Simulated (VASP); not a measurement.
Wanted: the native input for a VASP 6.6.1 run.

```
Task                   : single point
Functional             : LDA
Potentials or basis    : VASP PAW LDA potentials, release 64 (Te, Pd)
Cutoff                 : 520 eV
k mesh                 : 5 × 5 × 4
Occupations            : gaussian, width 0.05 eV
Spin                   : collinear spin, typed start
Starting moments       : [0.0, 0.0, 2.0, 2.0] μB
Hubbard terms          : Pd d U = 1.0 eV
Dipole correction      : no
Further INCAR settings : ALGO = Normal; EDIFF = 1e-06; NBANDS = 28
```

The structure of TePd lies in POSCAR:

```
TePd
1.0
    4.1520974300      0.0000000000      0.0000000000
   -2.0760487100      3.5958218500      0.0000000000
    0.0000000000      0.0000000000      5.6718989000
Te Pd
2 2
Direct
    0.3333333333      0.6666666667      0.2500000000
    0.6666666667      0.3333333333      0.7500000000
    0.0000000000      0.0000000000      0.0000000000
    0.0000000000      0.0000000000      0.5000000000
```

The input as run:

INCAR

```
SYSTEM = TePd
PREC = Accurate
ENCUT = 520
EDIFF = 1E-6
ISMEAR = 0
SIGMA = 0.05
LREAL = .False.
LASPH = .True.
NELM = 150
ALGO = Normal
ISIF = 2
LWAVE = .False.
LCHARG = .False.
ISPIN = 2
MAGMOM = 0 0 2 2
LORBIT = 11
LMAXMIX = 4
LDAU = .True.
LDAUTYPE = 2
LDAUL = -1 2
LDAUU = 0 1
LDAUJ = 0 0
LDAUPRINT = 1
NBANDS = 28
```

KPOINTS

```
regular mesh
0
Gamma
  5 5 4
  0 0 0
```

Potentials or basis: VASP PAW LDA potentials, release 64 (Te, Pd).

Launch:

```console
$ cat potpaw_LDA.64/Te/POTCAR potpaw_LDA.64/Pd/POTCAR > POTCAR
$ mpirun -np 1 vasp_std > vasp.out
```

Results of the run:

The pressure is -4.6 GPa and the band gap on the k mesh is none (metal or under the smearing width). The net moment is 0.00 μB per cell. The valence electrons inside the program's atomic spheres are Te 3.32; Pd 9.58.

Caveat: the U is typed as a test and isn't derived for this compound.

Wall time 79 s on 1 thread of Intel(R) Xeon(R) Platinum 8375C CPU @ 2.90GHz (Ice Lake) (shared host), peak memory 0.21 GiB.
